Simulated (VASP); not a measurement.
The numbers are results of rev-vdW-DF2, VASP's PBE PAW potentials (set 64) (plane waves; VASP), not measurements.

The input files of a VASP run:

### KPOINTS
```
Automatic mesh
0
Gamma
  4 4 4
0 0 0
```

File POSCAR:
```
CsPbBr3
1
    5.9198857076     0.0000000000     0.0000000000
    0.0000000000     5.9198857076     0.0000000000
    0.0000000000     0.0000000000     5.9198857076
Cs Pb Br
1 1 3
Direct
  0.0000000000   0.0000000000   0.0000000000
  0.5000000000   0.5000000000   0.5000000000
  0.5000000000   0.0000000000   0.5000000000
  0.0000000000   0.5000000000   0.5000000000
  0.5000000000   0.5000000000   0.0000000000
```

**INCAR**
```
# general
SYSTEM   = CsPbBr3
PREC     = Accurate
ENCUT    = 520
LREAL    = .FALSE.
LASPH    = .TRUE.

# electronic loop
EDIFF    = 1E-7
NELM     = 100
ALGO     = Normal
LMAXMIX  = 4

# smearing
ISMEAR   = -5

# functional
GGA      = MK
LUSE_VDW = .TRUE.
AGGAC    = 0.0
PARAM1   = 0.1234568
PARAM2   = 0.7114
ZAB_VDW  = -1.8867

# ions
ISIF     = 2

# output
LWAVE    = .FALSE.
LCHARG   = .TRUE.
LORBIT   = 11
NEDOS    = 601

# other
LEFG     = .TRUE.
```

POTCAR, in this order: Cs_sv Pb_d Br (PBE.64 set). Program: vasp_std.

The resulting files:

### OSZICAR
```
       N       E                     dE             d eps       ncg     rms          rms(c)
DAV:   1     0.411621064865E+03    0.41162E+03   -0.18748E+04   520   0.150E+03
DAV:   2     0.441576660346E+02   -0.36746E+03   -0.36016E+03   624   0.331E+02
DAV:   3    -0.458632077567E+01   -0.48744E+02   -0.48252E+02   632   0.130E+02
DAV:   4    -0.646743972789E+01   -0.18811E+01   -0.18773E+01   660   0.328E+01
DAV:   5    -0.650610112965E+01   -0.38661E-01   -0.38628E-01   664   0.415E+00    0.396E+00
DAV:   6    -0.592570638605E+01    0.58039E+00   -0.11025E+00   756   0.102E+01    0.222E+00
DAV:   7    -0.586977661453E+01    0.55930E-01   -0.51527E-01   762   0.404E+00    0.935E-01
DAV:   8    -0.587392841962E+01   -0.41518E-02   -0.58529E-02   694   0.205E+00    0.183E-01
DAV:   9    -0.587301593092E+01    0.91249E-03   -0.10093E-02   710   0.769E-01    0.945E-02
DAV:  10    -0.587319345620E+01   -0.17753E-03   -0.90913E-04   610   0.189E-01    0.375E-02
DAV:  11    -0.587323329912E+01   -0.39843E-04   -0.93837E-05   618   0.800E-02    0.678E-03
DAV:  12    -0.587323351682E+01   -0.21770E-06   -0.15040E-05   718   0.448E-02    0.297E-03
DAV:  13    -0.587323352062E+01   -0.38012E-08   -0.97007E-07   668   0.774E-03
   1 F= -.58732335E+01 E0= -.58732335E+01  d E =0.000000E+00
```

**OUTCAR**
```
------------------------ aborting loop because EDIFF is reached ----------------------------------------
  FORCE on cell =-STRESS in cart. coord.  units (eV):
  Direction    XX          YY          ZZ          XY          YZ          ZX
  --------------------------------------------------------------------------------------
  Total        0.0056734      0.0056734      0.0056734      0.0000000     -0.0000000      0.0000000
  in kB        0.0438140      0.0438140      0.0438140      0.0000000     -0.0000000      0.0000000
  external PRESSURE =       0.0438140 kB  Pullay stress =       0.0000000 kB
  volume of cell :      207.46
      direct lattice vectors                 reciprocal lattice vectors
     5.919885708  0.000000000  0.000000000     0.168922180  0.000000000  0.000000000
     0.000000000  5.919885708  0.000000000     0.000000000  0.168922180  0.000000000
     0.000000000  0.000000000  5.919885708     0.000000000  0.000000000  0.168922180
 POSITION                                       TOTAL-FORCE (eV/Angst)
 -----------------------------------------------------------------------------------
      0.00000      0.00000      0.00000         0.000000      0.000000      0.000000
      2.95994      2.95994      2.95994         0.000000      0.000000      0.000000
      2.95994      0.00000      2.95994         0.000000      0.000000      0.000000
      0.00000      2.95994      2.95994         0.000000      0.000000      0.000000
      2.95994      2.95994      0.00000         0.000000      0.000000      0.000000
 -----------------------------------------------------------------------------------
    total drift:                                0.000000     -0.000000     -0.000000
  FREE ENERGIE OF THE ION-ELECTRON SYSTEM (eV)
  ---------------------------------------------------
  free  energy   TOTEN  =        -5.8732335206 eV

  energy  without entropy=       -5.8732335206  energy(sigma->0) =       -5.87323352

 total charge

# of ion       s       p       d       tot
------------------------------------------
    1        1.823   4.682   0.011   6.516
    2        1.499   0.462   9.850  11.811
    3        1.625   3.245   0.007   4.877
    4        1.625   3.245   0.007   4.877
    5        1.625   3.245   0.007   4.877
--------------------------------------------------
tot          8.197  14.877   9.882  32.957

 Electric field gradients after diagonalization (V/A^2)
 (convention: |V_zz| > |V_xx| > |V_yy|)
----------------------------------------------------------------------
 ion       V_xx      V_yy      V_zz     asymmetry (V_yy - V_xx)/ V_zz
----------------------------------------------------------------------
   1       0.000     0.000    -0.000       0.043
   2      -0.000    -0.000     0.000       0.230
   3     -89.140   -89.140   178.279       0.000
   4     -89.140   -89.140   178.279       0.000
   5     -89.140   -89.140   178.279       0.000
```
(Selected blocks of OUTCAR.)

OUTCAR:
```
 val. band max:        0.8601216839   @ k =   0.5000   0.5000   0.5000

 cond. band min:       2.4926976405   @ k =   0.5000   0.5000   0.5000


 Fermi energy:         0.8838808343

 k-point     1 :       0.0000    0.0000    0.0000
  band No.  band energies     occupation
      1     -20.4543      2.00000
      2     -15.8830      2.00000
      3     -15.8830      2.00000
      4     -15.7419      2.00000
      5     -15.7419      2.00000
      6     -15.7419      2.00000
      7     -13.7116      2.00000
      8     -13.0516      2.00000
      9     -13.0516      2.00000
     10      -7.2242      2.00000
     11      -7.2242      2.00000
     12      -7.2242      2.00000
     13      -6.1081      2.00000
     14      -3.2061      2.00000
     15      -3.2061      2.00000
     16      -3.2061      2.00000
     17      -1.0905      2.00000
     18      -1.0905      2.00000
     19      -1.0905      2.00000
     20      -0.9804      2.00000
     21      -0.9804      2.00000
     22      -0.9804      2.00000
     23       3.7939      0.00000
     24       4.9527      0.00000
     25       4.9527      0.00000
     26       5.8234      0.00000

 k-point     2 :       0.2500    0.0000    0.0000
  band No.  band energies     occupation
      1     -20.4538      2.00000
      2     -15.8829      2.00000
      3     -15.8559      2.00000
      4     -15.7423      2.00000
      5     -15.7423      2.00000
      6     -15.7419      2.00000
      7     -13.6470      2.00000
      8     -13.1650      2.00000
      9     -13.0507      2.00000
     10      -7.2198      2.00000
     11      -7.2185      2.00000
     12      -7.2185      2.00000
     13      -6.5071      2.00000
     14      -3.1614      2.00000
     15      -3.1614      2.00000
     16      -2.3213      2.00000
     17      -1.1583      2.00000
     18      -1.1561      2.00000
     19      -1.1561      2.00000
     20      -1.0374      2.00000
     21      -1.0374      2.00000
     22      -0.9735      2.00000
...
```

Unless said otherwise, spin-orbit coupling is left out, though it shifts the bands of the heavy elements here.

The compound is CsPbBr3 in the cubic perovskite structure, the ideal cubic form; the compound distorts at low or room temperature. It was relaxed first.
